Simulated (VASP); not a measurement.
# A point defect in a supercell of TiAl3, part 4 of 4

Aim: the formation energy and local structure of a point defect in TiAl3. The start is a computed cell from the Materials Project.

VASP 6.6.1, plane waves and PAW; the level of theory is named at each step.

So far. Step 6 (Reference Ti): The run ended after 6 ionic steps, 0.017 eV below its first step, once forces and stress met EDIFFG = -0.02. Step 6 (Reference Ti): Energy at zero smearing: -25.73298 eV.

## Step 7: Relaxing the defect

This step: r2SCAN, no spin polarisation; plane waves and PAW (Ti, Al, F) (VASP 6.6.1).

System of this step: Ti8Al24F. The cell holds 33 atoms: 8 Ti, 24 Al and 1 F. Cell: a = 10.111 Å, b = 10.111 Å, c = 10.111 Å, α = 135.7°, β = 135.7°, γ = 64.5°. It derives from TiAl3. Nearest the centre at fractional (0.125, 0.125, 0.000): F33 at 0.00 Å, Al22 at 1.91 Å, Al12 at 1.91 Å, Al17 at 1.91 Å, Al9 at 1.91 Å, Ti1 at 2.14 Å, Al25 at 2.14 Å, Al32 at 3.44 Å.

The host is treated as a metal, since its gap is under 0.3 eV or closed. The run keeps 8 symmetry operations, which cuts the number of k-points but bars distortions that break them. The atoms relax at the host's fixed cell.

Contents of INCAR:

```
SYSTEM = Ti8Al24F
PREC = Normal
ENCUT = 400
EDIFF = 1E-05
NELM = 120
ISMEAR = 1
SIGMA = 0.2
LREAL = Auto
ALGO = Normal
METAGGA = R2SCAN
LASPH = .TRUE.
NBANDS = 80
LORBIT = 11
LWAVE = .FALSE.
LCHARG = .TRUE.
KPAR = 4
IBRION = 2
NSW = 50
ISIF = 2
EDIFFG = -0.03
POTIM = 0.4
MAXMIX = 40
ISYM = 2
```

Contents of POSCAR:

```
Ti8Al24F
1.0
   -3.8162292066      3.8162292066      8.5500915254
    3.8162292066     -3.8162292066      8.5500915254
    3.8162292066      3.8162292066     -8.5500915254
Ti Al F
8 24 1
Direct
    0.0000000000      0.0000000000      0.0000000000
    0.0000000000      0.0000000000      0.5000000000
    0.0000000000      0.5000000000      0.0000000000
    0.0000000000      0.5000000000      0.5000000000
    0.5000000000      0.0000000000      0.0000000000
    0.5000000000      0.0000000000      0.5000000000
    0.5000000000      0.5000000000      0.0000000000
    0.5000000000      0.5000000000      0.5000000000
    0.1250000000      0.3750000000      0.2500000000
    0.1250000000      0.3750000000      0.7500000000
    0.1250000000      0.8750000000      0.2500000000
    0.1250000000      0.8750000000      0.7500000000
    0.6250000000      0.3750000000      0.2500000000
    0.6250000000      0.3750000000      0.7500000000
    0.6250000000      0.8750000000      0.2500000000
    0.6250000000      0.8750000000      0.7500000000
    0.3750000000      0.1250000000      0.2500000000
    0.3750000000      0.1250000000      0.7500000000
    0.3750000000      0.6250000000      0.2500000000
    0.3750000000      0.6250000000      0.7500000000
    0.8750000000      0.1250000000      0.2500000000
    0.8750000000      0.1250000000      0.7500000000
    0.8750000000      0.6250000000      0.2500000000
    0.8750000000      0.6250000000      0.7500000000
    0.2500000000      0.2500000000      0.0000000000
    0.2500000000      0.2500000000      0.5000000000
    0.2500000000      0.7500000000      0.0000000000
    0.2500000000      0.7500000000      0.5000000000
    0.7500000000      0.2500000000      0.0000000000
    0.7500000000      0.2500000000      0.5000000000
    0.7500000000      0.7500000000      0.0000000000
    0.7500000000      0.7500000000      0.5000000000
    0.1250000000      0.1250000000      0.0000000000
```

Contents of KPOINTS:

```
Automatic mesh
0
Gamma
4 4 4
0 0 0
```

Potentials, in the order of the species: Ti, Al and F (PBE family, release 64).

On the command line:

```
$ mpirun -np 4 vasp_std
```

What it wrote:

```text
[banner, memory and clock lines left out]
running    4 mpi-ranks, on    1 nodes
[...]
[... a notice as in an earlier step ...]

 LDA part: xc-table for (None), standard interpolation
 POSCAR, INCAR and KPOINTS ok, starting setup
[...]
entering main loop
       N       E                     dE             d eps       ncg     rms          rms(c)
DAV:   1     0.429783640036E+03    0.42978E+03   -0.32827E+04  2144   0.993E+02
DAV:   2    -0.194189354150E+03   -0.62397E+03   -0.59227E+03  2080   0.248E+02
DAV:   3    -0.295250924419E+03   -0.10106E+03   -0.95009E+02  3008   0.882E+01
DAV:   4    -0.300555297923E+03   -0.53044E+01   -0.52430E+01  2656   0.210E+01
[...]
DAV:  17    -0.281193194899E+03   -0.93485E-04   -0.70968E-04  2904   0.109E-01    0.800E-02
DAV:  18    -0.281193068020E+03    0.12688E-03   -0.48595E-04  2864   0.978E-02    0.805E-03
DAV:  19    -0.281193073155E+03   -0.51348E-05   -0.14220E-05  1944   0.182E-02
   1 F= -.28119307E+03 E0= -.28120097E+03  d E =-.281193E+03
[... from here on, the cycles between the ionic steps are left out ...]
   2 F= -.28241459E+03 E0= -.28242052E+03  d E =-.122152E+01
   3 F= -.28260511E+03 E0= -.28260990E+03  d E =-.141204E+01
   4 F= -.28277501E+03 E0= -.28277964E+03  d E =-.169905E+00
   5 F= -.28283248E+03 E0= -.28283679E+03  d E =-.227373E+00
[...]
N       E                     dE             d eps       ncg     rms          rms(c)
```

It took 51 min on 4 MPI ranks of AMD EPYC 7R43, shared host.

Step by step:

```
step  energy less that of the first step (eV)  largest force (eV/Å)
   1                                   0.0000                3.0944
   2                                  -1.2215                1.4457
   3                                  -1.4120                1.2471
   4                                  -1.5819                0.7288
   5                                  -1.6394                0.7109
```

The atoms that moved most (Å):

```
atom      dx      dy      dz  length
 F33   0.000   0.000  -0.234   0.234
 Al9   0.202   0.000   0.043   0.207
Al17   0.000   0.202   0.043   0.207
Al12  -0.202   0.000   0.043   0.207
Al22   0.000  -0.202   0.043   0.207
Al25   0.000   0.000   0.160   0.160
 Ti1   0.000   0.000  -0.111   0.111
Al23   0.000  -0.066  -0.013   0.067
```

The relaxed structure:

```xyz
33
Lattice="-3.8162 3.8162 8.5501 3.8162 -3.8162 8.5501 3.8162 3.8162 -8.5501" Properties=species:S:1:pos:R:3 pbc="T T T"
Ti    0.0000    0.0000   -0.1109
Ti    1.9087    1.9087   -4.2859
Ti    1.9075   -1.9075    4.2641
Ti    3.8162    0.0000    0.0063
Ti   -1.9075    1.9075    4.2641
Ti    0.0000    3.8162    0.0063
Ti    0.0000    0.0000    8.5574
Ti    1.9075    1.9075    4.2641
Al    2.1106    0.0000    2.1809
Al    3.8162    1.9009   -2.1295
Al    3.8162   -1.8991    6.3998
Al    5.5219    0.0000    2.1809
Al    0.0000    1.9153    6.4206
Al    1.9739    3.8162    2.1246
Al    1.8423    0.0000   10.6747
Al    3.8162    1.8991    6.3998
Al    0.0000    2.1106    2.1809
Al    1.9009    3.8162   -2.1295
Al    1.9153    0.0000    6.4206
Al    3.8162    1.9739    2.1246
Al   -1.8991    3.8162    6.3998
Al    0.0000    5.5219    2.1809
Al    0.0000    1.8423   10.6747
Al    1.8991    3.8162    6.3998
Al    0.0000    0.0000    4.4351
Al    1.9163    1.9163    0.0003
Al    1.8999   -1.8999    8.5504
Al    3.8162    0.0000    4.3239
Al   -1.8999    1.8999    8.5504
Al    0.0000    3.8162    4.3239
Al    0.0000    0.0000   12.8316
Al    1.8999    1.8999    8.5504
F     0.0000    0.0000    1.9039
```

The run met its time limit with a largest force of 0.71 eV/Å at its last finished step, so it is continued.

## Step 8: Going on with the relaxation

The relaxation goes on from where it stopped.

INCAR: that of step 7 with these lines changed.

```diff
@@ -20,3 +20,3 @@
 EDIFFG = -0.03
-POTIM = 0.4
+POTIM = 0.25
 MAXMIX = 40
```

Contents of POSCAR:

```
Ti8Al24F
1.0
   -3.8162292066      3.8162292066      8.5500915254
    3.8162292066     -3.8162292066      8.5500915254
    3.8162292066      3.8162292066     -8.5500915254
Ti Al F
8 24 1
Direct
    0.9935169213      0.9935169213      0.0000000000
    0.9994404740      0.9994404740      0.5001558831
    0.9994404740      0.4992845909      0.0000000000
    0.0003668471      0.5003668471      0.5000000000
    0.4992845909      0.9994404740      0.0000000000
    0.5003668471      0.0003668471      0.5000000000
    0.5004283740      0.5004283740      0.0000000000
    0.4992845909      0.4992845909      0.4998441169
    0.1275361243      0.4040654939      0.2765293696
    0.1245297502      0.3754696125      0.7490601377
    0.1254368405      0.8742529285      0.2511839120
    0.1275361243      0.8510067547      0.7234706304
    0.6264094748      0.3754696125      0.2509398623
    0.6242448486      0.3828704589      0.7586256103
    0.6242448486      0.8656192383      0.2413743897
    0.6230690165      0.8742529285      0.7488160880
    0.4040654939      0.1275361243      0.2765293696
    0.3754696125      0.1245297502      0.7490601377
    0.3754696125      0.6264094748      0.2509398623
    0.3828704589      0.6242448486      0.7586256103
    0.8742529285      0.1254368405      0.2511839120
    0.8510067547      0.1275361243      0.7234706304
    0.8656192383      0.6242448486      0.2413743897
    0.8742529285      0.6230690165      0.7488160880
    0.2593592415      0.2593592415      0.0000000000
    0.2510935671      0.2510935671      0.5021553814
    0.2510935671      0.7489381857      0.0000000000
    0.2528592106      0.7528592106      0.5000000000
    0.7489381857      0.2510935671      0.0000000000
    0.7528592106      0.2528592106      0.5000000000
    0.7503765805      0.7503765805      0.0000000000
    0.7489381857      0.7489381857      0.4978446186
    0.1113390761      0.1113390761      0.0000000000
```

KPOINTS is that of step 7.

On the command line:

```
$ mpirun -np 4 vasp_std
```

What it wrote:

```text
[... set-up lines as in an earlier step ...]
 entering main loop
       N       E                     dE             d eps       ncg     rms          rms(c)
DAV:   1     0.419434305077E+03    0.41943E+03   -0.32760E+04  2144   0.992E+02
DAV:   2    -0.197026202192E+03   -0.61646E+03   -0.58506E+03  2080   0.247E+02
DAV:   3    -0.296878254793E+03   -0.99852E+02   -0.93441E+02  3160   0.857E+01
DAV:   4    -0.302736110755E+03   -0.58579E+01   -0.57960E+01  2688   0.219E+01
[...]
DAV:  17    -0.282832549469E+03    0.21015E-04   -0.11107E-03  2840   0.147E-01    0.615E-02
DAV:  18    -0.282832484540E+03    0.64929E-04   -0.28572E-04  2872   0.771E-02    0.207E-02
DAV:  19    -0.282832484730E+03   -0.19083E-06   -0.44842E-05  2480   0.302E-02
   1 F= -.28283248E+03 E0= -.28283680E+03  d E =-.282832E+03
[... from here on, the cycles between the ionic steps are left out ...]
   2 F= -.28285263E+03 E0= -.28285709E+03  d E =-.201450E-01
   3 F= -.28287387E+03 E0= -.28287869E+03  d E =-.413827E-01
   4 F= -.28289055E+03 E0= -.28289523E+03  d E =-.166808E-01
   5 F= -.28290001E+03 E0= -.28290424E+03  d E =-.261406E-01
   6 F= -.28290223E+03 E0= -.28290661E+03  d E =-.283578E-01
[...]
N       E                     dE             d eps       ncg     rms          rms(c)
```

Run time: 51 min. Hardware: 4 MPI ranks.

The run was stopped at its time limit, so it gives no result of its own.

## Step 9: Summary of results

| Item | Value |
| --- | --- |
| result | none |

The session ends without its result: «relax the defect» met its time limit.

[Lines on the potential files, build, host, timing and source positions are cut from VASP's logs without a mark.]

[Logs are printed without paths, hosts, clocks, repeated set-up lines and the standing remarks that a program may print on its own settings, such as how far it seeks lower states.]

[Hosts, paths, dates, database ids (printed as entryN), source tags and the programs' standing remarks are cut or masked in the printed files.]

[In band tables of VASP the shares of atoms and orbitals are scaled to a sum of 1 inside the atoms' spheres.]

[Runs that stopped without an error message from VASP are left out.]
